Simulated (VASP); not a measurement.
# Mg2CdS3 (Immm) in VASP: notebook

The runs below take Mg2CdS3 through relaxation of cell and atoms, with PBE.

Everything below comes from runs of VASP 6.6.1. Logs are shortened: lines on timing, memory, paths and dates and some standing lists are left out, and cuts for length are marked.

### Step 1. The structure

It takes space group Immm (No. 71, orthorhombic). The conventional cell has a = 3.774 Å, b = 5.320 Å, c = 11.300 Å, α = 90.00°, β = 90.00°, γ = 90.00°. Around Mg (site symmetry mm2) lie 6 S at 2.60 to 2.67 Å. Cd (site symmetry mmm) is surrounded by 6 S at 2.66 to 2.73 Å. Around S (site symmetry mm2) lie 4 Mg at 2.60 to 2.66 Å and 2 Cd at 2.73 Å. S (site symmetry mmm) is surrounded by 2 Cd at 2.66 Å and 4 Mg at 2.67 Å.

The cell was built by a generator and needn't be a form met in nature.

### Step 2. Relaxation of cell and atoms, PBE

INCAR

```
PREC     = Accurate       # precision mode
ENCUT    = 520            # plane-wave cutoff, eV
EDIFF    = 1E-6           # SCF threshold, eV
ISMEAR   = 0              # smearing method
SIGMA    = 0.03           # smearing width, eV
LREAL    = F              # projectors in reciprocal space
LASPH    = T              # aspherical terms in the spheres
NELM     = 120            # most SCF steps
ALGO     = Normal         # electronic algorithm
ISIF     = 3              # what is computed and relaxed
LWAVE    = F              # write WAVECAR
LCHARG   = F              # write CHGCAR
GGA      = PE             # functional
IBRION   = 2              # ionic algorithm
NSW      = 90             # ionic steps
EDIFFG   = -0.01          # ionic threshold
KPAR     = 4
```

KPOINTS

```
regular mesh
0
Gamma
  8 8 8
```

POSCAR

```
Mg2CdS3
1.0
   -1.8870000000      2.6600000000      5.6500000000
    1.8870000000     -2.6600000000      5.6500000000
    1.8870000000      2.6600000000     -5.6500000000
Mg Cd S
2 1 3
Direct
    0.6667256600      0.6667256600      0.0000000000
    0.3332743400      0.3332743400      0.0000000000
    0.0000000000      0.0000000000      0.0000000000
    0.1746902700      0.6746902700      0.5000000000
    0.8253097300      0.3253097300      0.5000000000
    0.5000000000      0.0000000000      0.5000000000
```

Potentials or basis: VASP PAW PBE potentials, release 64 (Mg, Cd, S).

Command:

```console
cat potpaw_PBE.64/Mg/POTCAR potpaw_PBE.64/Cd/POTCAR potpaw_PBE.64/S/POTCAR > POTCAR
mpirun -np 4 vasp_std > vasp.out
```

OUTCAR:

```text
PREC = Accurate
   ENCUT = 520
   EDIFF = 1E-6
   ISMEAR = 0
   LREAL = F
   LASPH = T
   NELM = 120
   ISIF = 3
   GGA = PE
   IBRION = 2
   NSW = 90
   EDIFFG = -0.01

 ion  position               nearest neighbor table
   1  0.667  0.667  0.000-   5 2.60   5 2.60   4 2.66   4 2.66   6 2.67   6 2.67
   2  0.333  0.333  0.000-   4 2.60   4 2.60   5 2.66   5 2.66   6 2.67   6 2.67
   3  0.000  0.000  0.000-   6 2.66   6 2.66   4 2.73   5 2.73   5 2.73   4 2.73
   4  0.175  0.675  0.500-   2 2.60   2 2.60   1 2.66   1 2.66   3 2.73   3 2.73
   5  0.825  0.325  0.500-   1 2.60   1 2.60   2 2.66   2 2.66   3 2.73   3 2.73
   6  0.500  0.000  0.500-   3 2.66   3 2.66   1 2.67   1 2.67   2 2.67   2 2.67

  LATTYP: Found a body centered orthorhombic cell.
 ALAT       =     3.7740000000
 B/A-ratio  =     1.4096449391
 C/A-ratio  =     2.9941706412

  Lattice vectors:

 A1 = (  -1.8870000000,   2.6600000000,   5.6500000000)
 A2 = (   1.8870000000,  -2.6600000000,   5.6500000000)
 A3 = (   1.8870000000,   2.6600000000,  -5.6500000000)

Analysis of symmetry for initial positions (statically):
=====================================================================
 Subroutine PRICEL returns:
 Original cell was already a primitive cell.

 Routine SETGRP: Setting up the symmetry group for a
 body centered orthorhombic supercell.

 Subroutine GETGRP returns: Found  8 space group operations
 (whereof  8 operations were pure point group operations)
 out of a pool of  8 trial point group operations.

The static configuration has the point symmetry D_2h.

Analysis of symmetry for dynamics (positions and initial velocities):
=====================================================================
 Subroutine PRICEL returns:
 Original cell was already a primitive cell.

 Routine SETGRP: Setting up the symmetry group for a
 body centered orthorhombic supercell.

 Subroutine GETGRP returns: Found  8 space group operations
 (whereof  8 operations were pure point group operations)
 out of a pool of  8 trial point group operations.

The dynamic configuration has the point symmetry D_2h.

 Subroutine INISYM returns: Found  8 space group operations
 (whereof  8 operations are pure point group operations),
 and found     1 'primitive' translations

----------------------------------------------------------------------------------------

                                     Primitive cell

  volume of cell :     113.4389

  direct lattice vectors                    reciprocal lattice vectors
    -1.887000000  2.660000000  5.650000000     0.000000000  0.187969925  0.088495575
     1.887000000 -2.660000000  5.650000000     0.264970853  0.000000000  0.088495575
     1.887000000  2.660000000 -5.650000000     0.264970853  0.187969925  0.000000000

  length of vectors
     6.523715889  6.523715889  6.523715889     0.207759860  0.279358229  0.324872661

  position of ions in fractional coordinates (direct lattice)
     0.666725660  0.666725660  0.000000000
     0.333274340  0.333274340  0.000000000
     0.000000000  0.000000000  0.000000000
     0.174690270  0.674690270  0.500000000
     0.825309730  0.325309730  0.500000000
     0.500000000  0.000000000  0.500000000

  ion indices of the primitive-cell ions
   primitive index   ion index
                 1           1
                 2           2
                 3           3
                 4           4
                 5           5
                 6           6

----------------------------------------------------------------------------------------

 KPOINTS: regular mesh

Automatic generation of k-mesh.
 Grid dimensions read from file:
 generate k-points for:    8    8    8

 Generating k-lattice:

  Cartesian coordinates                     Fractional coordinates (reciprocal lattice)
     0.000000000  0.023496241  0.011061947     0.125000000  0.000000000  0.000000000
     0.033121357  0.000000000  0.011061947     0.000000000  0.125000000  0.000000000
     0.033121357  0.023496241  0.000000000     0.000000000  0.000000000  0.125000000

  Length of vectors
     0.025969983  0.034919779  0.040609083

  Shift w.r.t. Gamma in fractional coordinates (k-lattice)
     0.000000000  0.000000000  0.000000000

 Subroutine IBZKPT returns following result:
 ===========================================

 Found     95 irreducible k-points:

 Following reciprocal coordinates:
            Coordinates               Weight
  0.000000  0.000000  0.000000      1.000000
  0.125000 -0.000000  0.000000      4.000000
  0.250000 -0.000000  0.000000      4.000000
  0.375000  0.000000  0.000000      4.000000
  0.500000 -0.000000  0.000000      2.000000
 -0.000000  0.125000  0.000000      4.000000
[... 16 lines left out ...]
  0.125000  0.375000  0.000000      8.000000
  0.250000  0.375000  0.000000      8.000000
 [... further k-points ...]
   k-points           NKPTS =     95   k-points in BZ     NKDIM =     95   number of bands    NBANDS=     21
   number of dos      NEDOS =    301   number of ions     NIONS =      6
   total plane-waves  NPLWV = 125000
   dimension x,y,z NGX =    50 NGY =   50 NGZ =   50
   dimension x,y,z NGXF=   100 NGYF=  100 NGZF=  100
   ions per type =               2   1   3
   NGX,Y,Z   is equivalent  to a cutoff of  12.74, 12.74, 12.74 a.u.
   NGXF,Y,Z  is equivalent  to a cutoff of  25.48, 25.48, 25.48 a.u.
 SYSTEM =  unknown system
   PREC   = accura    normal or accurate (medium, high low for compatibility)
   ISTART =      0    job   : 0-new  1-cont  2-samecut
   ICHARG =      2    charge: 1-file 2-atom 10-const
   ISPIN  =      1    spin polarized calculation?
   LNONCOLLINEAR =      F non collinear calculations
   LSORBIT =      F    spin-orbit coupling
   LASPH  =      T    aspherical Exc in radial PAW
   ENCUT  =  520.0 eV  38.22 Ry    6.18 a.u.  12.13 12.13 12.13*2*pi/ulx,y,z
   NELM   =    120;   NELMIN=  2; NELMDL= -5     # of ELM steps
   EDIFF  = 0.1E-05   stopping-criterion for ELM
   LREAL  =      F    real-space projection
   EDIFFG = -.1E-01   stopping-criterion for IOM
   NSW    =     90    number of steps for IOM
   IBRION =      2    ionic relax: 0-MD 1-quasi-New 2-CG
   NFREE  =      1    steps in history (QN), initial steepest desc. (CG)
   ISIF   =      3    stress and relaxation
   ISYM   =      2    0-nonsym 1-usesym 2-fastsym
   POTIM  = 0.5000    time-step for ionic-motion
   TEBEG  =    0.0;   TEEND  =   0.0 temperature during run
   PSTRESS=    0.0 pullay stress
   NELECT =      34.0000    total number of electrons
   NUPDOWN=      -1.0000    fix difference up-down
   EMIN   =  10.00;   EMAX   =-10.00  energy-range for DOS
   EFERMI =   0.00;   METHOD = LEGACY
   ISMEAR =     0;   SIGMA  =   0.03  broadening in eV -4-tet -1-fermi 0-gaus
   EFERMI_NEDOS =   21; number of points for ismear=-14 and -15
   IALGO  =     38    algorithm
   IMIX   =      4    mixing-type and parameters
     AMIX     =   0.40;   BMIX     =  1.00
     AMIX_MAG =   1.60;   BMIX_MAG =  1.00
  volume/ion in A,a.u.               =      18.91       127.59
  Fermi-wavevector in a.u.,A,eV,Ry     =   1.095588  2.070361 16.331242  1.200312
  Thomas-Fermi vector in A             =   2.231914
   LORBIT       =      0    0 simple, 1 ext, 2 COOP (PROOUT), +10 PAW based schemes
   GGA     = PE    functional components
   LHFCALC =     F    Hartree Fock is set to
   AEXX    =    0.0000 exact exchange contribution
   IVDW    =     0    specifies the selected vdW correction
   LEPSILON=     F    determine dielectric tensor
   LRPA    =     F    only Hartree local field effects (RPA)
 conjugate gradient relaxation of ions
 non-spin polarized calculation
 Gauss-broadening in eV      SIGMA  =   0.03
  energy-cutoff  :      520.00
  volume of cell :      113.44
 maximum number of plane-waves:      3090
 NGX is ok and might be reduce to    50
   NGX = 25   NGY = 25   NGZ = 25

--------------------------------------- Ionic step        1  -------------------------------------------

 number of electron      34.0000000 magnetization

 Free energy of the ion-electron system (eV)
  ---------------------------------------------------
  ext. energy  EPLUGINS =         0.00000000
  ---------------------------------------------------
  free energy    TOTEN  =       -22.75649104 eV

  energy without entropy =      -22.75649104  energy(sigma->0) =      -22.75649104

------------------------ aborting loop because EDIFF is reached ----------------------------------------

  FORCE on cell =-STRESS in cart. coord.  units (eV):
  Direction    XX          YY          ZZ          XY          YZ          ZX
  --------------------------------------------------------------------------------------
  -------------------------------------------------------------------------------------
  Total       -0.0877179      0.1042004      0.1412932      0.0000000      0.0000000      0.0000000
  in kB       -1.2389018      1.4716963      1.9955837      0.0000000      0.0000000      0.0000000
  external PRESSURE =       0.7427927 kB  Pullay stress =       0.0000000 kB
[... 105 lines left out ...]
  energy  without entropy=      -22.7568109584  energy(sigma->0) =      -22.75681096

--------------------------------------- Ionic step        4  -------------------------------------------

 number of electron      34.0000000 magnetization

 Free energy of the ion-electron system (eV)
  ---------------------------------------------------
  ext. energy  EPLUGINS =         0.00000000
  ---------------------------------------------------
  free energy    TOTEN  =       -22.75688856 eV

  energy without entropy =      -22.75688856  energy(sigma->0) =      -22.75688856

 E-fermi :   3.5952     XC(G=0):  -9.8641

 val. band max:        3.4182220389   @ k =   0.5000   0.5000   0.5000
 cond. band min:       4.8747348626   @ k =  -0.0000   0.5000   0.0000
 fundamental gap:      1.4565128237
 Fermi energy:         3.5951951314

 k-point     1 :       0.0000    0.0000    0.0000
  band No.  band energies     occupation
      1      -9.3380      2.00000
      2      -8.1835      2.00000
      3      -7.7972      2.00000
      4      -4.2450      2.00000
      5      -4.2228      2.00000
      6      -4.1193      2.00000
[... 550 lines left out ...]
      5      -4.1676      2.00000
      6      -4.0887      2.00000
[... 13 lines left out ...]
     20       8.4486      0.00000
     21       8.8767      0.00000

 [... further k-points ...]

------------------------ aborting loop because EDIFF is reached ----------------------------------------

  FORCE on cell =-STRESS in cart. coord.  units (eV):
  Direction    XX          YY          ZZ          XY          YZ          ZX
  --------------------------------------------------------------------------------------
  -------------------------------------------------------------------------------------
  Total        0.0167603      0.0007129     -0.0134097     -0.0000000      0.0000000      0.0000000
  in kB        0.2364999      0.0100601     -0.1892201     -0.0000000      0.0000000      0.0000000
  external PRESSURE =       0.0191133 kB  Pullay stress =       0.0000000 kB
[... 21 lines left out ...]
  FREE ENERGIE OF THE ION-ELECTRON SYSTEM (eV)
  ---------------------------------------------------
  free  energy   TOTEN  =       -22.7568885595 eV

  energy  without entropy=      -22.7568885595  energy(sigma->0) =      -22.75688856

 reached required accuracy - stopping structural energy minimisation
```

Run time: 3.6 min. Hardware: 4 MPI ranks of Intel Xeon Platinum 8488C (Sapphire Rapids), shared host; peak memory 0.54 GiB.

Results:

```yaml
Free_energy: -22.7569 eV
Relaxed_volume: 18.92 Å³/atom
Relaxed_cell: a = 6.533 Å, b = 6.533 Å, c = 6.533 Å, α = 146.50°, β = 131.88°, γ = 59.90°
Space_group_after_relaxing_to_0.05_Å: Immm (No. 71)
Energy_gained_by_relaxing: 0.1 meV/atom
Ionic_steps: 4
Pressure_after_relaxing: 0.0 GPa
Largest_force_after_relaxing: 0.009 eV/Å
Band_gap_on_the_k_mesh: 1.46 eV, indirect (least direct gap 1.55 eV)
```

Forces on the atoms (eV/Å):
```
Mg   0.000  0.000 -0.009
Mg   0.000  0.000  0.009
Cd   0.000  0.000  0.000
S    0.000  0.000  0.002
S    0.000  0.000 -0.002
S    0.000  0.000  0.000
```

Step by step:
```csv
step,energy change (eV),largest force (eV/Å),pressure (GPa),volume (Å³)
1,0.0000,0.0278,0.07,113.44
2,-0.0003,0.0205,-0.02,113.58
3,-0.0003,0.0154,-0.09,113.68
4,-0.0004,0.0095,0.00,113.54
```

Final structure:
```yaml
crystal:
  lattice:
    - [-1.88283, 2.66339, 5.66051]
    - [1.88283, -2.66339, 5.66051]
    - [1.88283, 2.66339, -5.66051]
  atoms:
    - { symbol: Mg, position: [0.66641, 0.66641, 0.00000] }
    - { symbol: Mg, position: [0.33359, 0.33359, 0.00000] }
    - { symbol: Cd, position: [0.00000, 0.00000, 0.00000] }
    - { symbol: S, position: [0.17471, 0.67471, 0.50000] }
    - { symbol: S, position: [0.82529, 0.32529, 0.50000] }
    - { symbol: S, position: [0.50000, 0.00000, 0.50000] }
```

Levels at points of the mesh, in eV from the valence-band top:
| k point | band 15 | band 16 | band 17 | band 18 | band 19 | band 20 |
| --- | --- | --- | --- | --- | --- | --- |
| (0.00, 0.00, 0.00) | -0.41 | -0.39 | -0.39 | 2.16 | 3.78 | 3.91 |
| (0.50, 0.00, 0.00) | -1.03 | -0.49 | -0.14 | 3.99 | 4.33 | 4.64 |
| (0.00, 0.50, 0.00) | -1.93 | -1.43 | -1.10 | 1.46 | 4.24 | 4.70 |
| (0.50, 0.50, 0.00) | -1.66 | -0.46 | -0.40 | 3.94 | 4.35 | 4.57 |
| (0.50, 0.50, 0.50) | -1.06 | -0.66 | 0.00 | 1.55 | 4.47 | 5.19 |

A k mesh can miss the band edges. PBE gaps usually lie below the measured ones, often by a third to a half.

### Step 3. Relaxation of cell and atoms, PBE

Edit INCAR of step 2 so:

```diff
@@ -2,3 +2,3 @@
 ENCUT    = 520            # plane-wave cutoff, eV
-EDIFF    = 1E-6           # SCF threshold, eV
+EDIFF    = 1E-7           # SCF threshold, eV
 ISMEAR   = 0              # smearing method
@@ -14,4 +14,5 @@
 IBRION   = 2              # ionic algorithm
-NSW      = 90             # ionic steps
-EDIFFG   = -0.01          # ionic threshold
+NSW      = 60             # ionic steps
+EDIFFG   = -0.005         # ionic threshold
+POTIM    = 0.3            # step
 KPAR     = 4
```

KPOINTS is that of step 2.

POSCAR

```
Mg2CdS3                                 
1.0
   -1.8828299631      2.6633932127      5.6605080734
    1.8828299631     -2.6633932127      5.6605080734
    1.8828299631      2.6633932127     -5.6605080734
  Mg              Cd              S             
     2     1     3
Direct
     0.6664054135891696    0.6664054135891696    0.0000000000000000
     0.3335945864108303    0.3335945864108303    0.0000000000000000
     1.0000000000000000    1.0000000000000000    0.0000000000000000
     0.1747133010963242    0.6747133010963242    0.5000000000000000
     0.8252866989036758    0.3252866989036758    0.5000000000000000
     0.5000000000000000    1.0000000000000000    0.5000000000000000
```

Potentials or basis: VASP PAW PBE potentials, release 64 (Mg, Cd, S).

Command:

```console
cat potpaw_PBE.64/Mg/POTCAR potpaw_PBE.64/Cd/POTCAR potpaw_PBE.64/S/POTCAR > POTCAR
mpirun -np 4 vasp_std > vasp.out
```

Run time: 2.9 min. Hardware: 4 MPI ranks of Intel Xeon Platinum 8488C (Sapphire Rapids), shared host; peak memory 0.54 GiB.

Results (log left out):

* Free energy: -22.7569 eV
* Relaxed volume: 18.92 Å³/atom
* Relaxed cell: a = 6.531 Å, b = 6.531 Å, c = 6.531 Å, α = 146.48°, β = 131.87°, γ = 59.92°
* Space group after relaxing (to 0.05 Å): Immm (No. 71)
* Energy gained by relaxing: 0.0 meV/atom
* Ionic steps: 3
* Pressure after relaxing: 0.0 GPa
* Largest force after relaxing: 0.004 eV/Å
* Band gap on the k mesh: 1.46 eV, indirect (least direct gap 1.55 eV)

Forces in eV/Å, atoms in the order of the input:
```
Mg   0.000  0.000 -0.004
Mg   0.000  0.000  0.004
Cd   0.000  0.000  0.000
S    0.000  0.000  0.001
S    0.000  0.000 -0.001
S    0.000  0.000  0.000
```

Final structure:
```cif
data_structure
_symmetry_space_group_name_H-M 'P 1'
_symmetry_Int_Tables_number 1
_cell_length_a 6.5312
_cell_length_b 6.5312
_cell_length_c 6.5312
_cell_angle_alpha 146.482
_cell_angle_beta 131.871
_cell_angle_gamma 59.922
_cell_volume 113.52
loop_
_atom_site_label
_atom_site_type_symbol
_atom_site_fract_x
_atom_site_fract_y
_atom_site_fract_z
_atom_site_occupancy
Mg1 Mg 0.66631 0.66631 0.00000 1
Mg2 Mg 0.33369 0.33369 0.00000 1
Cd1 Cd 0.00000 0.00000 0.00000 1
S1 S 0.17473 0.67473 0.50000 1
S2 S 0.82527 0.32527 0.50000 1
S3 S 0.50000 0.00000 0.50000 1
```

Levels at points of the mesh, in eV from the valence-band top:
```csv
k point,band 13,band 14,band 15,band 16,band 17,band 18,band 19,band 20,band 21
"(0.00, 0.00, 0.00)",-1.39,-1.03,-0.40,-0.39,-0.39,2.16,3.77,3.91,7.02
"(0.50, 0.00, 0.00)",-1.17,-1.16,-1.04,-0.49,-0.14,3.99,4.33,4.63,6.15
"(0.00, 0.50, 0.00)",-2.10,-1.96,-1.93,-1.43,-1.10,1.46,4.24,4.70,4.88
"(0.50, 0.50, 0.00)",-2.58,-1.77,-1.66,-0.46,-0.40,3.94,4.35,4.57,5.93
"(0.50, 0.50, 0.50)",-1.94,-1.73,-1.06,-0.66,0.00,1.55,4.47,5.19,5.35
```

A k mesh can miss the band edges.
